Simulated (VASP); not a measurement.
All values below come from PBE GGA, VASP's PBE PAW potentials (set 64) (plane waves; VASP).

VASP ran on this input.

INCAR:
```
# general
SYSTEM =TiO2
PREC   =Accurate
ENCUT  =520   # plane-wave cut-off (eV)
LREAL  =F
LASPH  =T   # aspherical one-centre terms
NBANDS =84

# electronic loop
EDIFF  =1E-7   # SCF stop (eV)
NELM   =100
ALGO   =Normal   # blocked Davidson
LMAXMIX=4   # l cut-off of mixed one-centre charges

# smearing
ISMEAR =0
SIGMA  =0.01

# functional
GGA    =PE

# output
LWAVE  =F
LCHARG =F
NEDOS  =1001   # DOS grid

# other
LOPTICS=T
CSHIFT =0.1
```

File KPOINTS:
```
Automatic mesh
0
Gamma
10 10 10
0 0 0
```

File POSCAR:
```
TiO2
1
   -1.9014710168     1.9014710168     4.8524665875
    1.9014710168    -1.9014710168     4.8524665875
    1.9014710168     1.9014710168    -4.8524665875
Ti O
2 4
Direct
  0.7500000000   0.2500000000   0.5000000000
  0.0000000000   0.0000000000   0.0000000000
  0.5434730834   0.0434730834   0.5000000000
  0.7934730834   0.7934730834   0.0000000000
  0.2065269166   0.2065269166   0.0000000000
  0.9565269166   0.4565269166   0.5000000000
```

POTCAR, in this order: Ti_sv O (PBE.64 set). Program: vasp_std.

Output

**OSZICAR**
```
       N       E                     dE             d eps       ncg     rms          rms(c)
DAV:   1     0.512522581092E+03    0.51252E+03   -0.17044E+04 17168   0.661E+02
DAV:   2    -0.936728624941E+01   -0.52189E+03   -0.47199E+03 17280   0.226E+02
DAV:   3    -0.685205479015E+02   -0.59153E+02   -0.56731E+02 21080   0.773E+01
DAV:   4    -0.713009245491E+02   -0.27804E+01   -0.27453E+01 20216   0.146E+01
DAV:   5    -0.713555114313E+02   -0.54587E-01   -0.54571E-01 19456   0.193E+00    0.320E+01
DAV:   6    -0.548310471644E+02    0.16524E+02   -0.56522E+00 23472   0.345E+01    0.123E+01
DAV:   7    -0.541385553779E+02    0.69249E+00   -0.32897E+00 19960   0.119E+01    0.893E+00
DAV:   8    -0.540886709060E+02    0.49884E-01   -0.28752E-01 20456   0.717E+00    0.466E+00
DAV:   9    -0.539188643441E+02    0.16981E+00   -0.23501E-01 19156   0.265E+00    0.237E+00
DAV:  10    -0.538710424632E+02    0.47822E-01   -0.15738E-02 22308   0.111E+00    0.749E-01
DAV:  11    -0.538653140843E+02    0.57284E-02   -0.55359E-03 24148   0.555E-01    0.127E-01
DAV:  12    -0.538654259193E+02   -0.11184E-03   -0.21788E-03 18632   0.169E-01    0.613E-02
DAV:  13    -0.538655986844E+02   -0.17277E-03   -0.41570E-05 19432   0.587E-02    0.940E-02
DAV:  14    -0.538654888496E+02    0.10983E-03   -0.51695E-05 18884   0.890E-02    0.131E-02
DAV:  15    -0.538654902482E+02   -0.13986E-05   -0.18965E-05 20020   0.126E-02    0.121E-02
DAV:  16    -0.538654896841E+02    0.56407E-06   -0.44201E-07 19700   0.306E-03    0.390E-03
DAV:  17    -0.538654893735E+02    0.31061E-06   -0.20429E-07 18340   0.165E-03    0.536E-03
DAV:  18    -0.538654895351E+02   -0.16165E-06   -0.53100E-08 16580   0.103E-03    0.276E-04
DAV:  19    -0.538654895481E+02   -0.12983E-07   -0.94707E-09  9868   0.308E-04
   1 F= -.53865490E+02 E0= -.53865490E+02  d E =-.108150E-39
 imaginary and real dielectric function
```

File OUTCAR:
```
------------------------ aborting loop because EDIFF is reached ----------------------------------------
  FORCE on cell =-STRESS in cart. coord.  units (eV):
  Direction    XX          YY          ZZ          XY          YZ          ZX
  --------------------------------------------------------------------------------------
  Total        0.0354893      0.0354893      0.0606178      0.0000000      0.0000000      0.0000000
  in kB        0.8102259      0.8102259      1.3839135      0.0000000      0.0000000      0.0000000
  external PRESSURE =       1.0014551 kB  Pullay stress =       0.0000000 kB
  volume of cell :       70.18
      direct lattice vectors                 reciprocal lattice vectors
    -1.901471017  1.901471017  4.852466588     0.000000000  0.262954310  0.103040380
     1.901471017 -1.901471017  4.852466588     0.262954310  0.000000000  0.103040380
     1.901471017  1.901471017 -4.852466588     0.262954310  0.262954310  0.000000000
 POSITION                                       TOTAL-FORCE (eV/Angst)
 -----------------------------------------------------------------------------------
      0.00000      1.90147      2.42623         0.000000      0.000000     -0.000000
      0.00000      0.00000      0.00000         0.000000      0.000000     -0.000000
      0.00000      1.90147      0.42190        -0.000000      0.000000     -0.001549
      0.00000      0.00000      7.70060         0.000000     -0.000000     -0.001549
      0.00000      0.00000      2.00433         0.000000     -0.000000      0.001549
      0.00000      1.90147      4.43056        -0.000000      0.000000      0.001549
 -----------------------------------------------------------------------------------
    total drift:                               -0.000000     -0.000000      0.000000
  FREE ENERGIE OF THE ION-ELECTRON SYSTEM (eV)
  ---------------------------------------------------
  free  energy   TOTEN  =       -53.8654895481 eV

  energy  without entropy=      -53.8654895481  energy(sigma->0) =      -53.86548955

 plasma frequency squared (from intraband transitions) (eV^2)
  --------------------------------------------------------------------------------------
       0.000       0.000       0.000
       0.000       0.000       0.000
       0.000       0.000       0.000

 plasma frequency squared (from interband transitions, int dw w eps(2)(w)) (eV^2)
  --------------------------------------------------------------------------------------
     627.753       0.000       0.000       0.000       0.000      -0.000
       0.000      -0.000     627.753       0.000       0.000       0.000
       0.000       0.000       0.000      -0.000     625.870       0.000
```
(Selected blocks of OUTCAR.)

The dielectric response may not be converged in the k-mesh; for small gaps it tends to come out too large.

The compound is TiO2 in the anatase structure, one of several forms; rutile is the usual stable one. It was relaxed first.
